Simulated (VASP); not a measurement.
A convergence study with VASP on CuZn (CsCl type): a few settings are varied, all else stays as given below, so the limit is that of these other settings. The cell's lengths are 1 % over those of the tabulated start and one atom is moved, so it is off equilibrium.

```xyz
2
Lattice="2.9795 0.0000 0.0000 0.0000 2.9795 0.0000 0.0000 0.0000 2.9795" Properties=species:S:1:pos:R:3 pbc="T T T"
Zn     1.4897     1.4897     1.4897
Cu     0.0606     0.0000     0.0000
```

All values below come from PBE GGA, VASP's PBE PAW potentials (set 64) (plane waves; VASP). The last row used: 900 eV cut-off, 10×10×10 Γ-centred mesh, first-order Methfessel-Paxton smearing of 0.10 eV, potentials Zn Cu_pv.

Energies of different potentials or hybrids have different zeros.

| setting | E (eV/atom) | pressure (GPa) | largest force (eV/Å) | plane waves |
|---|---|---|---|---|
| ENCUT = 300, POTCAR Zn Cu | -2.4998 | -2.43 | 0.253 | 322 |
| ENCUT = 400, POTCAR Zn Cu | -2.4996 | -1.71 | 0.257 | 500 |
| ENCUT = 520, POTCAR Zn Cu | -2.4996 | -1.02 | 0.256 | 739 |
| ENCUT = 700, POTCAR Zn Cu | -2.4993 | -1.05 | 0.256 | 1141 |
| ENCUT = 900, POTCAR Zn Cu | ? | ? | 0.256 | 1647 |
| ENCUT = 300, POTCAR Zn_GW Cu | -2.4833 | -9.68 | 0.254 | 322 |
| ENCUT = 400, POTCAR Zn_GW Cu | -2.4992 | -1.78 | 0.256 | 500 |
| ENCUT = 520, POTCAR Zn_GW Cu | -2.5010 | -1.51 | 0.254 | 739 |
| ENCUT = 700, POTCAR Zn_GW Cu | -2.5012 | -1.30 | 0.254 | 1141 |
| ENCUT = 900, POTCAR Zn_GW Cu | -2.5014 | -1.22 | 0.254 | 1647 |
| ENCUT = 300, POTCAR Zn_sv_GW Cu | -1.0007 | -288.83 | 0.260 | 322 |
| ENCUT = 400, POTCAR Zn_sv_GW Cu | -2.5012 | -5.55 | 0.256 | 500 |
| ENCUT = 520, POTCAR Zn_sv_GW Cu | -2.5113 | -2.90 | 0.253 | 739 |
| ENCUT = 700, POTCAR Zn_sv_GW Cu | -2.5176 | -1.58 | 0.253 | 1141 |
| ENCUT = 900, POTCAR Zn_sv_GW Cu | -2.5183 | -1.31 | 0.253 | 1647 |
| ENCUT = 300, POTCAR Zn Cu_pv | -2.3076 | -66.07 | 0.249 | 322 |
| ENCUT = 400, POTCAR Zn Cu_pv | -2.5120 | -2.47 | 0.254 | 500 |
| ENCUT = 520, POTCAR Zn Cu_pv | ? | ? | 0.256 | 739 |
| ENCUT = 700, POTCAR Zn Cu_pv | -2.5094 | -1.13 | 0.256 | 1141 |
| ENCUT = 900, POTCAR Zn Cu_pv | -2.5091 | -1.16 | 0.255 | 1647 |

Problem. What belongs in the gaps?

Solution. 
- ENCUT = 520, POTCAR Zn Cu_pv, E (eV/atom): -2.5098
- ENCUT = 520, POTCAR Zn Cu_pv, pressure (GPa): -2.13
- ENCUT = 900, POTCAR Zn Cu, E (eV/atom): -2.4994
- ENCUT = 900, POTCAR Zn Cu, pressure (GPa): -1.00

Left out are rungs that failed or repeat a setting and relaxations that didn't move; long series are thinned to 24 rows.

The compound is CuZn in the CsCl type structure. The cell was not relaxed at this level, it is distorted from the ideal structure. The electron count is odd and the run is not spin-polarised, which forces a metal.
